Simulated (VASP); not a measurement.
Output of a VASP run:

### OUTCAR
```
 ion  position               nearest neighbor table
   1  0.000  0.000  0.000-   2 2.27   2 2.27   2 2.27   2 2.27   2 2.27   2 2.27
   2  0.500  0.500  0.500-   1 2.27   1 2.27   1 2.27   1 2.27   1 2.27   1 2.27
  LATTYP: Found a face centered cubic cell.
 ALAT       =     4.5343433644
 Subroutine PRICEL returns:
 Original cell was already a primitive cell.
 Subroutine GETGRP returns: Found 48 space group operations
The static configuration has the point symmetry O_h .
The dynamic configuration has the point symmetry O_h .
 Subroutine INISYM returns: Found 48 space group operations
 Subroutine IBZKPT returns following result:
 Found    145 irreducible k-points:

 Following reciprocal coordinates:
            Coordinates               Weight
  0.000000  0.000000  0.000000      1.000000
  0.062500  0.000000  0.000000      8.000000
  0.125000  0.000000  0.000000      8.000000
  0.187500  0.000000  0.000000      8.000000
  0.250000  0.000000  0.000000      8.000000
  0.312500  0.000000  0.000000      8.000000
  0.375000  0.000000  0.000000      8.000000
  0.437500  0.000000  0.000000      8.000000
  0.500000  0.000000  0.000000      4.000000
  0.062500  0.062500  0.000000      6.000000
  0.125000  0.062500  0.000000     24.000000
  0.187500  0.062500  0.000000     24.000000
  0.250000  0.062500  0.000000     24.000000
  0.312500  0.062500  0.000000     24.000000
  0.375000  0.062500  0.000000     24.000000
  0.437500  0.062500  0.000000     24.000000
  0.500000  0.062500  0.000000     24.000000
 -0.437500  0.062500  0.000000     24.000000
 -0.375000  0.062500  0.000000     24.000000
 -0.312500  0.062500  0.000000     24.000000
 -0.250000  0.062500  0.000000     24.000000
 -0.187500  0.062500  0.000000     24.000000
 -0.125000  0.062500  0.000000     24.000000
 -0.062500  0.062500  0.000000     12.000000
  0.125000  0.125000  0.000000      6.000000
  0.187500  0.125000  0.000000     24.000000
  0.250000  0.125000  0.000000     24.000000
  0.312500  0.125000  0.000000     24.000000
  0.375000  0.125000  0.000000     24.000000
  0.437500  0.125000  0.000000     24.000000
  0.500000  0.125000  0.000000     24.000000
 -0.437500  0.125000  0.000000     24.000000
 -0.375000  0.125000  0.000000     24.000000
 -0.312500  0.125000  0.000000     24.000000
 -0.250000  0.125000  0.000000     24.000000
 -0.187500  0.125000  0.000000     24.000000
 -0.125000  0.125000  0.000000     12.000000
  0.187500  0.187500  0.000000      6.000000
  0.250000  0.187500  0.000000     24.000000
  0.312500  0.187500  0.000000     24.000000
   k-points           NKPTS =    145   k-points in BZ     NKDIM =    145   number of bands    NBANDS=     11
   number of dos      NEDOS =    601   number of ions     NIONS =      2
   total plane-waves  NPLWV =  13824
   dimension x,y,z NGX =    24 NGY =   24 NGZ =   24
   dimension x,y,z NGXF=    48 NGYF=   48 NGZF=   48
   ions per type =               1   1
   PREC   = accura    normal or accurate (medium, high low for compatibility)
   ISTART =      0    job   : 0-new  1-cont  2-samecut
   ICHARG =      2    charge: 1-file 2-atom 10-const
   ISPIN  =      1    spin polarized calculation?
   LNONCOLLINEAR =      F non collinear calculations
   LSORBIT =      F    spin-orbit coupling
   INIWAV =      1    electr: 0-lowe 1-rand  2-diag
   ENCUT  =  520.0 eV  38.22 Ry    6.18 a.u.   5.96  5.96  5.96*2*pi/ulx,y,z
   NELM   =    100;   NELMIN=  2; NELMDL= -5     # of ELM steps
   EDIFF  = 0.1E-06   stopping-criterion for ELM
   LREAL  =      F    real-space projection
   NLSPLINE    = F    spline interpolate recip. space projectors
   LMAXMIX     =    6 max onsite mixed and CHGCAR
   VOSKOWN=      0    Vosko Wilk Nusair interpolation
   EDIFFG = 0.1E-05   stopping-criterion for IOM
   NSW    =      0    number of steps for IOM
   NBLOCK =      1;   KBLOCK =      1    inner block; outer block
   IBRION =     -1    ionic relax: 0-MD 1-quasi-New 2-CG
...
```

File OSZICAR:
```
       N       E                     dE             d eps       ncg     rms          rms(c)
DAV:   1     0.396570004828E+02    0.39657E+02   -0.82697E+03  3190   0.128E+03
DAV:   2    -0.224918859110E+02   -0.62149E+02   -0.59228E+02  4217   0.255E+02
DAV:   3    -0.247438556313E+02   -0.22520E+01   -0.22346E+01  4152   0.421E+01
DAV:   4    -0.247626368478E+02   -0.18781E-01   -0.18765E-01  3744   0.384E+00
DAV:   5    -0.247629527613E+02   -0.31591E-03   -0.31612E-03  4273   0.363E-01    0.482E+01
DAV:   6    -0.218445981528E+02    0.29184E+01   -0.15644E+01  3692   0.281E+01    0.405E+01
DAV:   7    -0.217809477080E+02    0.63650E-01   -0.70092E-01  3628   0.765E+00    0.262E+01
DAV:   8    -0.217683758482E+02    0.12572E-01   -0.14016E-01  3726   0.350E+00    0.627E+00
DAV:   9    -0.217575875928E+02    0.10788E-01   -0.61822E-02  3745   0.174E+00    0.154E+00
DAV:  10    -0.217571167844E+02    0.47081E-03   -0.22547E-03  3776   0.444E-01    0.332E-01
DAV:  11    -0.217571135409E+02    0.32435E-05   -0.21057E-04  3960   0.131E-01    0.516E-02
DAV:  12    -0.217571140578E+02   -0.51686E-06   -0.14386E-05  3878   0.355E-02    0.359E-02
DAV:  13    -0.217571134909E+02    0.56691E-06   -0.60231E-07  3691   0.844E-03    0.707E-04
DAV:  14    -0.217571135946E+02   -0.10375E-06   -0.81571E-09  2039   0.966E-04    0.192E-03
DAV:  15    -0.217571135954E+02   -0.74488E-09   -0.23718E-09  1904   0.456E-04
   1 F= -.21757114E+02 E0= -.21757114E+02  d E =0.000000E+00
```

**OUTCAR**
```
------------------------ aborting loop because EDIFF is reached ----------------------------------------
  FORCE on cell =-STRESS in cart. coord.  units (eV):
  Direction    XX          YY          ZZ          XY          YZ          ZX
  --------------------------------------------------------------------------------------
  Total        0.0019272      0.0019272      0.0019272      0.0000000      0.0000000      0.0000000
  in kB        0.1324802      0.1324802      0.1324802      0.0000000      0.0000000      0.0000000
  external PRESSURE =       0.1324802 kB  Pullay stress =       0.0000000 kB
  volume of cell :       23.31
      direct lattice vectors                 reciprocal lattice vectors
     0.000000000  2.267171682  2.267171682    -0.220539099  0.220539099  0.220539099
     2.267171682  0.000000000  2.267171682     0.220539099 -0.220539099  0.220539099
     2.267171682  2.267171682  0.000000000     0.220539099  0.220539099 -0.220539099
 POSITION                                       TOTAL-FORCE (eV/Angst)
 -----------------------------------------------------------------------------------
      0.00000      0.00000      0.00000        -0.000000      0.000000     -0.000000
      2.26717      2.26717      2.26717         0.000000     -0.000000      0.000000
 -----------------------------------------------------------------------------------
    total drift:                                0.000000     -0.000000     -0.000000
  FREE ENERGIE OF THE ION-ELECTRON SYSTEM (eV)
  ---------------------------------------------------
  free  energy   TOTEN  =       -21.7571135954 eV

  energy  without entropy=      -21.7571135954  energy(sigma->0) =      -21.75711360

 total charge

# of ion       s       p       d       tot
------------------------------------------
    1        0.288   6.558   1.744   8.590
    2        1.233   2.504   0.000   3.737
--------------------------------------------------
tot          1.521   9.062   1.744  12.327
```
(Selected blocks of OUTCAR.)

File POSCAR:
```
HfN
1
    0.0000000000     2.2671716822     2.2671716822
    2.2671716822     0.0000000000     2.2671716822
    2.2671716822     2.2671716822     0.0000000000
Hf N
1 1
Direct
  0.0000000000   0.0000000000   0.0000000000
  0.5000000000   0.5000000000   0.5000000000
```

Reconstruct the remaining input files.

Several could match; the one computed here: the input of the run itself, PBE GGA, plane waves, VASP's PBE PAW potentials (set 64).

**INCAR**
```
ALGO=Normal
EDIFF=1E-7
ENCUT=520
GGA=PE
ISIF=2
ISMEAR=-5
LASPH=T
LCHARG=T
LMAXMIX=6
LORBIT=11
LREAL=F
LWAVE=F
NEDOS=601
NELM=100
PREC=Accurate
SYSTEM=HfN
```

### KPOINTS
```
Automatic
0
gamma
  16 16 16
0 0 0
```

POTCAR, in this order: Hf_pv N (PBE.64 set). Program: vasp_std.

For a metal the tetrahedron method with Blöchl corrections gives inexact stress and forces.

The structure was generated: HfN was put into the rock salt type (Fm-3m), which need not be its known phase. It was relaxed first, which changed the volume by -38 %. The electron count is odd and the run is not spin-polarised, which forces a metal.
